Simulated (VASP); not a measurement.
# PbO (Litharge) with r2SCAN: from relaxation to properties, part 2 of 6

Aim: relax PbO (Litharge), then compute properties on the relaxed cell. The start is a cell from a database of measured crystal structures.

VASP 6.6.1, plane waves and PAW; the level of theory is named at each step.

So far, gap on the k-mesh (eV): step 2 (relaxing cell and atoms (r2SCAN)) 2.00. The relaxed cell has a = 3.999, c = 5.246 Å (conventional setting).

## 3. Second relaxation

Level of this step: r2SCAN; plane waves and PAW (Pb_d, O) (VASP).

A relaxation keeps the plane waves of the cell it began with, so it is repeated from the new cell, on a basis made for it. The mesh changes with the cell too.

Input file INCAR:

```
SYSTEM = PbO
PREC = Accurate
ENCUT = 520
EDIFF = 1E-06
NELM = 100
ISMEAR = 0
SIGMA = 0.05
LREAL = .FALSE.
ALGO = Normal
METAGGA = R2SCAN
LASPH = .TRUE.
NBANDS = 26
LORBIT = 11
LWAVE = .FALSE.
LCHARG = .FALSE.
KPAR = 4
IBRION = 2
NSW = 60
ISIF = 3
EDIFFG = -0.01
```

Input file POSCAR:

```
PbO
1.0
    3.9991452986      0.0000000000      0.0000000000
    0.0000000000      3.9991452986      0.0000000000
    0.0000000000      0.0000000000      5.2460087614
Pb O
2 2
Direct
    0.0000000000      0.5000000000      0.7734507545
    0.5000000000      0.0000000000      0.2265492455
    0.5000000000      0.5000000000      0.0000000000
    0.0000000000      0.0000000000      0.0000000000
```

Input file KPOINTS:

```
Automatic mesh
0
Gamma
7 7 5
0 0 0
```

The projector-augmented-wave data sets are Pb_d and O (PBE family, release 64).

Run with:

```sh
mpirun -np 4 vasp_std
```

Log:

```text
[banner, memory and clock lines left out]
running    4 mpi-ranks, on    1 nodes
 distrk:  each k-point on    1 cores,    4 groups
 distr:  one band on    1 cores,    1 groups

 POSCAR found type information on POSCAR PbO
 POSCAR found :  2 types and       4 ions
 [... a notice as in an earlier step ...]

 LDA part: xc-table for (None), standard interpolation
 POSCAR, INCAR and KPOINTS ok, starting setup
 FFT: planning ... GRIDC
 FFT: planning ... GRID_SOFT
 FFT: planning ... GRID
 WAVECAR not read
 entering main loop
       N       E                     dE             d eps       ncg     rms          rms(c)
DAV:   1     0.352819879838E+03    0.35282E+03   -0.20362E+04  1560   0.183E+03
DAV:   2    -0.798278862195E+02   -0.43265E+03   -0.42072E+03  1586   0.470E+02
DAV:   3    -0.142203227589E+03   -0.62375E+02   -0.60360E+02  2030   0.193E+02
DAV:   4    -0.145208050180E+03   -0.30048E+01   -0.29907E+01  1844   0.437E+01
DAV:   5    -0.145295948842E+03   -0.87899E-01   -0.87842E-01  1918   0.799E+00    0.112E+01
DAV:   6    -0.129105632134E+03    0.16190E+02   -0.18910E+01  2352   0.587E+01    0.344E+00
DAV:   7    -0.129501293076E+03   -0.39566E+00   -0.20723E+00  1874   0.107E+01    0.262E+00
DAV:   8    -0.129590384283E+03   -0.89091E-01   -0.81081E-01  2382   0.117E+01    0.178E+00
DAV:   9    -0.129523609824E+03    0.66774E-01   -0.33357E-01  2444   0.561E+00    0.343E-01
DAV:  10    -0.129522744508E+03    0.86532E-03   -0.19691E-02  1618   0.891E-01    0.211E-01
DAV:  11    -0.129523813020E+03   -0.10685E-02   -0.84321E-03  1934   0.963E-01    0.182E-01
DAV:  12    -0.129523055032E+03    0.75799E-03   -0.17730E-03  2336   0.325E-01    0.582E-02
DAV:  13    -0.129523015054E+03    0.39977E-04   -0.80776E-04  1956   0.181E-01    0.371E-02
DAV:  14    -0.129523005292E+03    0.97621E-05   -0.52295E-05  2224   0.900E-02    0.115E-02
DAV:  15    -0.129523004373E+03    0.91936E-06   -0.11124E-05  2276   0.318E-02    0.273E-03
DAV:  16    -0.129523004839E+03   -0.46585E-06   -0.20107E-06  1012   0.127E-02
   1 F= -.12952300E+03 E0= -.12952300E+03  d E =-.129523E+03
 curvature:   0.00 expect dE= 0.000E+00 dE for cont linesearch  0.000E+00
 trial: gam= 0.00000 g(F)=  0.828E-07 g(S)=  0.181E-04 ort = 0.000E+00 (trialstep = 0.100E+01)
 search vector abs. value=  0.182E-04
 reached required accuracy - stopping structural energy minimisation
```

Wall time 94 s (4 MPI ranks of Intel Xeon Platinum 8488C (Sapphire Rapids), shared host); peak memory 0.86 GiB.

From OUTCAR (step 3):

```text
  LATTYP: Found a simple tetragonal cell.
 ALAT       =     3.9991452986
 C/A-ratio  =     1.3117824859

 Found     30 irreducible k-points:

   k-points           NKPTS =     30   k-points in BZ     NKDIM =     30   number of bands    NBANDS=     26

   ENCUT  =  520.0 eV  38.22 Ry    6.18 a.u.   7.44  7.44  9.75*2*pi/ulx,y,z

   NELECT =      40.0000    total number of electrons

 E-fermi :   4.6714

 k-point     1 :       0.0000    0.0000    0.0000
  band No.  band energies     occupation
    ...
     16       0.0844      2.00000
     17       2.6206      2.00000
     18       2.6620      2.00000
     19       2.6620      2.00000
     20       4.3794      2.00000
     21       6.9388      0.00000
     22       9.7653      0.00000
     23      10.5902      0.00000
     24      10.5902      0.00000
     25      11.1836      0.00000
    ...

 k-point     2 :       0.1429    0.0000    0.0000
  band No.  band energies     occupation
    ...
     16       0.2051      2.00000
     17       2.2142      2.00000
     18       2.5252      2.00000
     19       2.6256      2.00000
     20       4.3593      2.00000
     21       7.4789      0.00000
     22       9.2281      0.00000
     23      10.3042      0.00000
     24      10.4548      0.00000
     25      10.6970      0.00000
    ...

  Total        0.0093660      0.0093660      0.0363994      0.0000000     -0.0000000      0.0000000
  in kB        0.1788542      0.1788542      0.6950910      0.0000000     -0.0000000      0.0000000
  external PRESSURE =       0.3509332 kB  Pullay stress =       0.0000000 kB

  energy-cutoff  :      520.00
  volume of cell :       83.90
      direct lattice vectors                 reciprocal lattice vectors
     3.999145299  0.000000000  0.000000000     0.250053430  0.000000000  0.000000000
     0.000000000  3.999145299  0.000000000     0.000000000  0.250053430  0.000000000
     0.000000000  0.000000000  5.246008761     0.000000000  0.000000000  0.190621107

 POSITION                                       TOTAL-FORCE (eV/Angst)
 -----------------------------------------------------------------------------------
      0.00000      1.99957      4.05753         0.000000      0.000000     -0.000927
      1.99957      0.00000      1.18848         0.000000      0.000000      0.000927
      1.99957      1.99957      0.00000         0.000000      0.000000      0.000000
      0.00000      0.00000      0.00000         0.000000     -0.000000      0.000000
 -----------------------------------------------------------------------------------
    total drift:                                0.000000      0.000000      0.000000

  FREE ENERGIE OF THE ION-ELECTRON SYSTEM (eV)
  ---------------------------------------------------
  free  energy   TOTEN  =      -129.5230048386 eV

  energy  without entropy=     -129.5230048386  energy(sigma->0) =     -129.52300484

 total charge
# of ion       s       p       d       tot
------------------------------------------
    1        1.361   0.610   9.869  11.840
    2        1.361   0.610   9.869  11.840
    3        1.580   3.418   0.000   4.999
    4        1.580   3.418   0.000   4.999
--------------------------------------------------
tot          5.882   8.056  19.738  33.677

[... 4 parts as in an earlier step ...]

[... 7 further parts left out ...]
```

CONTCAR:

```
PbO
   1.00000000000000
     3.9991452985999998    0.0000000000000000    0.0000000000000000
     0.0000000000000000    3.9991452985999998    0.0000000000000000
     0.0000000000000000    0.0000000000000000    5.2460087613999997
  Pb              O
     2     2
Direct
     0.0000000000000000    0.5000000000000000    0.7734507544999971
     0.5000000000000000    0.0000000000000000    0.2265492455000029
     0.5000000000000000    0.5000000000000000    0.0000000000000000
     0.0000000000000000    0.0000000000000000    0.0000000000000000
```

Little changed from the start: no atom moved by 0.005 Å and no cell edge by 0.1 %.

This step gave:

```
irreducible k-points            : 30
free energy (TOTEN)             : -129.5230 eV
Fermi energy                    : 4.671 eV
pressure                        : 0.03509 GPa
SCF cycles over all ionic steps : 16
gap on the k-mesh               : 1.998 eV
least direct gap on the k-mesh  : 2.559 eV
```

It ends with a largest force of 0.001 eV/Å and a pressure of 0.04 GPa. The volume moved by under 0.01 %: the run met its threshold at the first step.

## 4. Single point with fields (r2SCAN)

The relaxed cell gets a fresh self-consistent run, on a basis set for its own volume, to fix the density and to check the remaining stress.

Changes to INCAR since step 3:

```diff
@@ -14,7 +14,5 @@
 LWAVE = .FALSE.
-LCHARG = .FALSE.
-KPAR = 4
-IBRION = 2
-NSW = 60
-ISIF = 3
-EDIFFG = -0.01
+LCHARG = .TRUE.
+ISIF = 2
+LELF = .TRUE.
+LVHAR = .TRUE.
```

POSCAR is that of step 3.

KPOINTS is that of step 3.

Run with:

```sh
mpirun -np 4 vasp_std
```

Log:

```text
[banner, memory and clock lines left out]
running    4 mpi-ranks, on    1 nodes
 distrk:  each k-point on    4 cores,    1 groups
 distr:  one band on    1 cores,    4 groups

 POSCAR found type information on POSCAR PbO
 POSCAR found :  2 types and       4 ions
 [... a notice as in an earlier step ...]

 LDA part: xc-table for (None), standard interpolation
|                                                                             |
|           W    W    AA    RRRRR   N    N  II  N    N   GGGG   !!!           |
|           W    W   A  A   R    R  NN   N  II  NN   N  G    G  !!!           |
|           W    W  A    A  R    R  N N  N  II  N N  N  G       !!!           |
|           W WW W  AAAAAA  RRRRR   N  N N  II  N  N N  G  GGG   !            |
|           WW  WW  A    A  R   R   N   NN  II  N   NN  G    G                |
|           W    W  A    A  R    R  N    N  II  N    N   GGGG   !!!           |
|                                                                             |
|     The number of bands has been changed from the values supplied in        |
|     The orbitals not found in the WAVECAR file will be initialized with     |
|     random numbers, which is usually adequate. For correlated               |
|     calculations, however, you should redo the groundstate calculation.     |
|     I found NBANDS = 26. Now, NBANDS = 28.                                  |
|                                                                             |

 POSCAR, INCAR and KPOINTS ok, starting setup
 FFT: planning ... GRIDC
 FFT: planning ... GRID_SOFT
 FFT: planning ... GRID
 WAVECAR not read
 entering main loop
       N       E                     dE             d eps       ncg     rms          rms(c)
DAV:   1     0.359414499109E+03    0.35941E+03   -0.19861E+04  1680   0.171E+03
DAV:   2    -0.785806312785E+02   -0.43800E+03   -0.42091E+03  1712   0.458E+02
DAV:   3    -0.142063084057E+03   -0.63482E+02   -0.61858E+02  2112   0.188E+02
DAV:   4    -0.145196481037E+03   -0.31334E+01   -0.31207E+01  1952   0.432E+01
DAV:   5    -0.145295160550E+03   -0.98680E-01   -0.98670E-01  1972   0.831E+00    0.112E+01
DAV:   6    -0.129114497770E+03    0.16181E+02   -0.17566E+01  2508   0.545E+01    0.345E+00
DAV:   7    -0.129501296131E+03   -0.38680E+00   -0.19975E+00  1972   0.100E+01    0.261E+00
DAV:   8    -0.129586273238E+03   -0.84977E-01   -0.73034E-01  2560   0.106E+01    0.174E+00
DAV:   9    -0.129523524972E+03    0.62748E-01   -0.28765E-01  2580   0.516E+00    0.334E-01
DAV:  10    -0.129522680732E+03    0.84424E-03   -0.18516E-02  1732   0.818E-01    0.202E-01
DAV:  11    -0.129523631923E+03   -0.95119E-03   -0.70040E-03  2024   0.860E-01    0.161E-01
DAV:  12    -0.129523050435E+03    0.58149E-03   -0.12619E-03  2476   0.264E-01    0.534E-02
DAV:  13    -0.129523014738E+03    0.35697E-04   -0.65595E-04  2012   0.161E-01    0.369E-02
DAV:  14    -0.129523005881E+03    0.88568E-05   -0.39923E-05  2060   0.704E-02    0.133E-02
DAV:  15    -0.129523004300E+03    0.15808E-05   -0.11253E-05  2188   0.319E-02    0.287E-03
DAV:  16    -0.129523004698E+03   -0.39757E-06   -0.16441E-06  1040   0.103E-02
   1 F= -.12952300E+03 E0= -.12952300E+03  d E =-.511490E-16
```

It took 88 s on 4 MPI ranks; peak memory 0.6 GiB; 5.8 min of CPU time.

From OUTCAR (step 4):

```text
 Found     30 irreducible k-points:

   k-points           NKPTS =     30   k-points in BZ     NKDIM =     30   number of bands    NBANDS=     28

   NELECT =      40.0000    total number of electrons

 E-fermi :   4.6462

 k-point     1 :       0.0000    0.0000    0.0000
  band No.  band energies     occupation
    ...
     16       0.0843      2.00000
     17       2.6204      2.00000
     18       2.6619      2.00000
     19       2.6619      2.00000
     20       4.3793      2.00000
     21       6.9388      0.00000
     22       9.7654      0.00000
     23      10.5902      0.00000
     24      10.5902      0.00000
     25      11.1836      0.00000
    ...

 k-point     2 :       0.1429    0.0000    0.0000
  band No.  band energies     occupation
    ...
     16       0.2050      2.00000
     17       2.2141      2.00000
     18       2.5250      2.00000
     19       2.6255      2.00000
     20       4.3591      2.00000
     21       7.4789      0.00000
     22       9.2281      0.00000
     23      10.3042      0.00000
     24      10.4548      0.00000
     25      10.6969      0.00000
    ...

  Total        0.0105099      0.0105099      0.0377045      0.0000000      0.0000000      0.0000000
  in kB        0.2006990      0.2006990      0.7200135      0.0000000      0.0000000      0.0000000
  external PRESSURE =       0.3738038 kB  Pullay stress =       0.0000000 kB

 POSITION                                       TOTAL-FORCE (eV/Angst)
 -----------------------------------------------------------------------------------
      0.00000      1.99957      4.05753         0.000000     -0.000000      0.000326
      1.99957      0.00000      1.18848         0.000000      0.000000     -0.000326
      1.99957      1.99957      0.00000         0.000000     -0.000000      0.000000
      0.00000      0.00000      0.00000         0.000000      0.000000      0.000000
 -----------------------------------------------------------------------------------
    total drift:                                0.000000      0.000000      0.000000

  FREE ENERGIE OF THE ION-ELECTRON SYSTEM (eV)
  ---------------------------------------------------
  free  energy   TOTEN  =      -129.5230046976 eV

  energy  without entropy=     -129.5230046976  energy(sigma->0) =     -129.52300470

[... 9 parts as in an earlier step ...]

[... 5 further parts left out ...]
```

Numbers from this step:

* SCF cycles: 16
* bands: 28
* Fermi energy: 4.646 eV
* pressure: 0.03738 GPa

Valence electrons inside each PAW sphere by angular momentum. Sphere charges, by row:

```csv
atom,s (e),p (e),d (e),tot (e)
Pb1,1.361,0.61,9.869,11.84
Pb2,1.361,0.61,9.869,11.84
O3,1.58,3.418,0,4.999
O4,1.58,3.418,0,4.999
```

ELF in the ac plane at fractional y = 0.000, with atoms of Pb and O within 0.2 Å of it. It is the smooth field of the valence electrons, not physical close to the nuclei.

Values, 18 rows by 14 columns, each cell a mean:
```
0.61 0.75 0.80 0.61 0.26 0.09 0.09 0.10 0.09 0.12 0.36 0.69 0.81 0.71
0.80 0.81 0.74 0.53 0.23 0.06 0.04 0.04 0.04 0.10 0.31 0.60 0.78 0.81
0.72 0.67 0.53 0.32 0.13 0.04 0.02 0.02 0.02 0.06 0.17 0.39 0.59 0.69
0.43 0.38 0.27 0.14 0.06 0.02 0.01 0.01 0.01 0.03 0.08 0.18 0.31 0.40
0.12 0.10 0.07 0.04 0.02 0.01 0.01 0.01 0.01 0.01 0.03 0.05 0.08 0.11
0.04 0.04 0.03 0.02 0.02 0.02 0.02 0.03 0.02 0.02 0.02 0.02 0.03 0.04
0.02 0.02 0.02 0.03 0.05 0.11 0.18 0.22 0.17 0.08 0.04 0.02 0.02 0.02
0.02 0.02 0.03 0.06 0.18 0.36 0.49 0.54 0.47 0.30 0.13 0.05 0.03 0.02
0.02 0.03 0.08 0.25 0.47 0.61 0.64 0.64 0.63 0.58 0.41 0.19 0.05 0.02
0.02 0.04 0.19 0.44 0.57 0.57 0.56 0.55 0.56 0.58 0.55 0.37 0.12 0.04
0.03 0.07 0.30 0.50 0.54 0.57 0.56 0.55 0.57 0.56 0.53 0.46 0.21 0.05
0.04 0.08 0.29 0.46 0.56 0.52 0.41 0.36 0.44 0.55 0.54 0.43 0.21 0.06
0.09 0.10 0.21 0.41 0.51 0.32 0.17 0.18 0.19 0.40 0.51 0.35 0.15 0.09
0.27 0.19 0.17 0.34 0.43 0.21 0.18 0.47 0.15 0.30 0.45 0.27 0.15 0.21
0.65 0.54 0.28 0.25 0.38 0.23 0.10 0.11 0.12 0.30 0.36 0.22 0.37 0.58
0.81 0.78 0.55 0.25 0.32 0.34 0.22 0.18 0.25 0.36 0.28 0.31 0.66 0.79
0.69 0.79 0.78 0.44 0.21 0.33 0.38 0.39 0.38 0.28 0.23 0.56 0.82 0.76
0.44 0.68 0.81 0.59 0.22 0.17 0.25 0.29 0.23 0.16 0.30 0.69 0.81 0.62
```
Columns run along a (4.0 Å), rows up along c (5.2 Å). Atoms in or near the plane, at fractional coordinates: Pb at (0.50, 0.23), O at (0.00, 0.00).

Electrostatic potential energy in the ac plane at fractional y = 0.000, with atoms of Pb and O within 0.2 Å of it. With pseudopotentials it is smooth inside the atoms' cores, unlike the true potential.

Ten even steps from '0' (-82 eV) to '9' (4 eV), each cell a mean:
```
34899999999974
67999999999997
99999999999999
99999999999999
99999999999999
99999999999999
99999999999999
99999999999999
99999999999999
99999999999999
99999766689999
99997432358999
99985200036999
99985100026899
99985100036999
89997311257998
35898765679974
43799988899963
```
Columns run along a (4.0 Å; values clipped at the 3rd and 97th percentile), rows up along c (5.2 Å). Atoms in or near the plane, at fractional coordinates: Pb at (0.50, 0.23), O at (0.00, 0.00).

Valence density in the ac plane at fractional y = 0.000, with atoms of Pb and O within 0.2 Å of it. It is the smooth field of the valence electrons, not physical close to the nuclei.

Ten even steps from '0' (0.0 e/Å³) to '9' (8.0 e/Å³), each cell a mean:
```
75100000000025
32000000000012
00000000000000
00000000000000
00000000000000
00000000000000
00000000000000
00000000000000
00000000000000
00000000000000
00000011100000
00000233310000
00001467631000
00001589731000
00001478631000
11000244310001
64100011100025
96200000000037
```
Columns run along a (4.0 Å), rows up along c (5.2 Å). Atoms in or near the plane, at fractional coordinates: Pb at (0.50, 0.23), O at (0.00, 0.00).

In this run the pressure is 0.04 GPa, small enough to go on.

(Continued in part 3 of 6.)

[Lines on the potential files, build, host, timing and source positions are cut from VASP's logs without a mark.]

[Logs are printed without paths, hosts, clocks, repeated set-up lines and the standing remarks that a program may print on its own settings, such as how far it seeks lower states.]

[Hosts, paths, dates, database ids (printed as entryN), source tags and the programs' standing remarks are cut or masked in the printed files.]

[A measured line is paired with the nearest computed mode of its activity, which favours agreement.]
